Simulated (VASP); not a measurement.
# Ir: a series in uniaxial stress along [001]

How do stress and energy of Ir follow uniaxial stress along [001]?

Method: PBEsol; plane waves and PAW (Ir), in the first sound run; inputs show where later runs differ, in VASP 6.6.1.

### 1. The structure

It takes space group Fm-3m (No. 225, cubic). Conventional cell: a = 3.840 Å, b = 3.840 Å, c = 3.840 Å, α = 90.00°, β = 90.00°, γ = 90.00°. Nearest to Ir lie 12 Ir at 2.72 Å.

As a file:

```cif
data_structure
_symmetry_space_group_name_H-M 'P 1'
_symmetry_Int_Tables_number 1
_cell_length_a 2.7153
_cell_length_b 2.7153
_cell_length_c 2.7153
_cell_angle_alpha 60.000
_cell_angle_beta 60.000
_cell_angle_gamma 60.000
_cell_volume 14.16
loop_
_atom_site_label
_atom_site_type_symbol
_atom_site_fract_x
_atom_site_fract_y
_atom_site_fract_z
_atom_site_occupancy
Ir1 Ir 0.00000 0.00000 0.00000 1
```

### 2. Relax the crystal, PBEsol

The series starts from the cell that this level prefers, so that zero strain is near zero stress.

Level: PBEsol; plane waves and PAW (Ir).

Contents of INCAR:

```
SYSTEM = Ir
PREC = Accurate
ENCUT = 450
EDIFF = 1E-07
NELM = 120
ISMEAR = 1
SIGMA = 0.15
LREAL = .FALSE.
ALGO = Normal
GGA = PS
NBANDS = 10
LASPH = .TRUE.
LORBIT = 11
LWAVE = .FALSE.
LCHARG = .FALSE.
KPAR = 8
IBRION = 2
NSW = 40
ISIF = 3
EDIFFG = -0.005
POTIM = 0.4
```

Contents of POSCAR:

```
Ir
1.0
    0.0000000000      1.9200000000      1.9200000000
    1.9200000000      0.0000000000      1.9200000000
    1.9200000000      1.9200000000      0.0000000000
Ir
1
Direct
    0.0000000000      0.0000000000      0.0000000000
```

Contents of KPOINTS:

```
Automatic mesh
0
Gamma
26 26 26
0 0 0
```

The projector-augmented-wave data sets are Ir (PBE family, release 64).

Command:

```sh
mpirun -np 8 vasp_std
```

What it wrote:

```text
[banner, memory and clock lines left out]
running    8 mpi-ranks, on    1 nodes
[...]
|                                                                             |
|           W    W    AA    RRRRR   N    N  II  N    N   GGGG   !!!           |
|           W    W   A  A   R    R  NN   N  II  NN   N  G    G  !!!           |
|           W    W  A    A  R    R  N N  N  II  N N  N  G       !!!           |
|           W WW W  AAAAAA  RRRRR   N  N N  II  N  N N  G  GGG   !            |
|           WW  WW  A    A  R   R   N   NN  II  N   NN  G    G                |
|           W    W  A    A  R    R  N    N  II  N    N   GGGG   !!!           |
|                                                                             |
|     For optimal performance we recommend to set                             |
|       NCORE = 2 up to number-of-cores-per-socket                            |
|     NCORE specifies how many cores store one orbital (NPAR=cpu/NCORE).      |
|     This setting can greatly improve the performance of VASP for DFT.       |
[...]
DAV:   6    -0.981721467513E+01   -0.12811E-05   -0.60663E-07 12378   0.449E-03    0.202E-04
DAV:   7    -0.981721466615E+01    0.89735E-08   -0.10255E-08  5884   0.849E-04
   2 F= -.98172147E+01 E0= -.98171977E+01  d E =0.369888E-02
 trial-energy change:    0.003699  1 .order    0.003786   -0.003701    0.011272
 step:   0.2538(harm=  0.2472)  dis= 0.00000  next Energy=    -9.821385 (dE=-0.471E-03)
[...]
N       E                     dE             d eps       ncg     rms          rms(c)
DAV:   1    -0.983297978526E+01   -0.15765E-01   -0.39138E-01 11092   0.892E+00    0.104E+00
DAV:   2    -0.982258106048E+01    0.10399E-01   -0.23722E-02 11222   0.188E+00    0.389E-01
DAV:   3    -0.982139147122E+01    0.11896E-02   -0.46710E-03 12350   0.743E-01    0.113E-01
DAV:   4    -0.982138734175E+01    0.41295E-05   -0.10947E-04 11952   0.969E-02    0.130E-02
DAV:   5    -0.982138923636E+01   -0.18946E-05   -0.33662E-06 13742   0.106E-02    0.330E-03
DAV:   6    -0.982138943918E+01   -0.20282E-06   -0.54185E-08  8872   0.193E-03    0.134E-04
DAV:   7    -0.982138943769E+01    0.14863E-08   -0.16469E-09  5366   0.443E-04
   3 F= -.98213894E+01 E0= -.98213857E+01  d E =-.475893E-03
[...]
reached required accuracy - stopping structural energy minimisation
```

The job ended after 23 s (8 MPI ranks of AMD EPYC 7R43, shared host; peak memory 1.2 GiB).

The logs omit lines about the potential files and the build; timing stands in the text.

OUTCAR, selected parts (step 2):

```text
  Total       -0.0000284     -0.0000284     -0.0000284      0.0000000     -0.0000000      0.0000000
  in kB       -0.0032324     -0.0032324     -0.0032324      0.0000000     -0.0000000      0.0000000
  external PRESSURE =      -0.0032324 kB  Pullay stress =       0.0000000 kB

 POSITION                                       TOTAL-FORCE (eV/Angst)
 -----------------------------------------------------------------------------------
      0.00000      0.00000      0.00000         0.000000      0.000000      0.000000
 -----------------------------------------------------------------------------------
    total drift:                               -0.000000     -0.000000     -0.000000

  FREE ENERGIE OF THE ION-ELECTRON SYSTEM (eV)
  ---------------------------------------------------
  free  energy   TOTEN  =        -9.8213894377 eV

  energy  without entropy=       -9.8213780885  energy(sigma->0) =       -9.82138565

 reached required accuracy - stopping structural energy minimisation

[... 3 further parts left out ...]
[key lines of the parts left out:]
E-fermi :  10.3099
```

This run gave:

- energy(sigma→0) of the program: -9.8214 eV
- stress, compression positive: xx, yy, zz 0.00, 0.00, 0.00 GPa
- volume: 14.082 Å³
- ionic steps: 3

### 3. Strain across the axis, PBEsol

One member in full: the axis is strained by -2 %, and the two directions across it are strained alike until their mean stress is under 0.012 GPa or five steps are spent.

This step took 4 runs, each at a new trial strain with the atoms of the one before; the last is shown.

Level: PBEsol; plane waves and PAW (Ir).

INCAR, as its differences from that of step 2:

```diff
@@ -15,7 +15,7 @@
 LCHARG = .FALSE.
-KPAR = 8
-IBRION = 2
-NSW = 40
-ISIF = 3
-EDIFFG = -0.005
-POTIM = 0.4
+KPAR = 2
+IBRION = 1
+NSW = 25
+ISIF = 2
+EDIFFG = -0.004
+POTIM = 0.3
```

Contents of POSCAR:

```
Ir
1.0
    0.0000000000      1.9281813830      1.8783054410
    1.9281813830      0.0000000000      1.8783054410
    1.9281813830      1.9281813830      0.0000000000
Ir
1
Direct
    0.0000000000      0.0000000000      0.0000000000
```

KPOINTS is that of step 2.

Command:

```sh
mpirun -np 2 vasp_std
```

What it wrote:

```text
[banner, memory and clock lines left out]
running    2 mpi-ranks, on    1 nodes
[...]
[... a notice as in an earlier step ...]

 LDA part: xc-table for (Slater+PW92), standard interpolation
 POSCAR, INCAR and KPOINTS ok, starting setup
[...]
entering main loop
       N       E                     dE             d eps       ncg     rms          rms(c)
DAV:   1     0.412328069826E+02    0.41233E+02   -0.40014E+03 27480   0.725E+02
DAV:   2    -0.966325572021E+01   -0.50896E+02   -0.47958E+02 27358   0.185E+02
DAV:   3    -0.104318191512E+02   -0.76856E+00   -0.76561E+00 30900   0.273E+01
DAV:   4    -0.104387630280E+02   -0.69439E-02   -0.69425E-02 30220   0.244E+00
[...]
DAV:  10    -0.981224692889E+01    0.13433E-04   -0.17861E-05 39080   0.466E-02    0.189E-02
DAV:  11    -0.981224860454E+01   -0.16757E-05   -0.12954E-06 29376   0.738E-03    0.220E-03
DAV:  12    -0.981224862300E+01   -0.18453E-07   -0.23165E-08 18070   0.162E-03
   1 F= -.98122486E+01 E0= -.98122588E+01  d E =-.981225E+01
 BRION: g(F)=  0.352E-64 g(S)=  0.000E+00
 reached required accuracy - stopping structural energy minimisation
```

Run time: 66 s. Hardware: 2 MPI ranks; peak memory 0.45 GiB; 1.9 min of CPU time.

From OUTCAR (step 3):

```text
  Total       -0.0000196     -0.0000196      0.8951128      0.0000000      0.0000000     -0.0000000
  in kB       -0.0022507     -0.0022507    102.6824876      0.0000000      0.0000000     -0.0000000
  external PRESSURE =      34.2259954 kB  Pullay stress =       0.0000000 kB

  FREE ENERGIE OF THE ION-ELECTRON SYSTEM (eV)
  ---------------------------------------------------
  free  energy   TOTEN  =        -9.8122486230 eV

  energy  without entropy=       -9.8122791620  energy(sigma->0) =       -9.81225880

[... 2 parts as in an earlier step ...]

[... 3 further parts left out ...]
[key lines of the parts left out:]
E-fermi :  10.4535
```

Read from the output:

- energy(sigma→0) of the program: -9.8123 eV
- stress, compression positive: xx, yy, zz 0.00, 0.00, 10.27 GPa
- ionic steps: 1

### 4. The table

The other members went through these steps as far as the tables show, with the same cutoff and, step by step, the same mesh; 27 runs are not shown. The session took 1.0 core hours (wall time by ranks) on a shared machine.

| strain along the axis (%) | strain across the axis (%) | stress along the axis, tension positive (GPa) | energy above the unstrained row, extrapolated to no smearing (meV/atom) |
| --- | --- | --- | --- |
| -2.000 | 0.602 | -10.268 | 9.087 |
| -1.500 | 0.446 | -7.672 | 5.093 |
| -1.000 | 0.293 | -5.093 | 2.264 |
| -0.500 | 0.145 | -2.534 | 0.572 |
| 0 | 0.000 | -0.001 | 0.000 |
| 0.500 | -0.140 | 2.501 | 0.532 |
| 1.000 | -0.277 | 4.963 | 2.143 |
| 1.500 | -0.413 | ? | ? |
| 2.000 | -0.546 | 9.702 | 8.497 |

### 5. A fit to the known rows

A least-squares parabola through the 8 rows shown, with e the strain in %: stress = − 0.07153 e² + 5.003 e + 0.001885 (GPa), r.m.s. residual 0.019 GPa.

For the withheld row, e = 1.5, the fit gives 7.345 GPa.

### 6. Checking the prediction

The calculation gives 7.362 GPa, so the prediction is 0.017 GPa too low, within twice the residual of the fit.

Slopes at zero strain, from cubics through all rows: strain ratio -0.285, stress over strain 504 GPa.

### 7. Outcome

```yaml
error_of_the_predicted_stress: -0.017 GPa
poisson_ratio: 0.285
young_s_modulus_along_the_axis: 504 GPa
```

What this shows: As a check, the curvature of the energy gives 501 GPa for the same modulus (energy per volume = E/2 × strain²), 0 % from the slope of the stress. These are static values: temperature and zero-point motion are left out. In a metal the slopes also depend on mesh and smearing, which were held through the series.

[Lines on the potential files, build, host, timing and source positions are cut from VASP's logs without a mark.]

[Logs are printed without paths, hosts, clocks, repeated set-up lines and the standing remarks that a program may print on its own settings, such as how far it seeks lower states.]

[Hosts, paths, dates, database ids (printed as entryN), source tags and the programs' standing remarks are cut or masked in the printed files.]

[In band tables of VASP the shares of atoms and orbitals are scaled to a sum of 1 inside the atoms' spheres.]
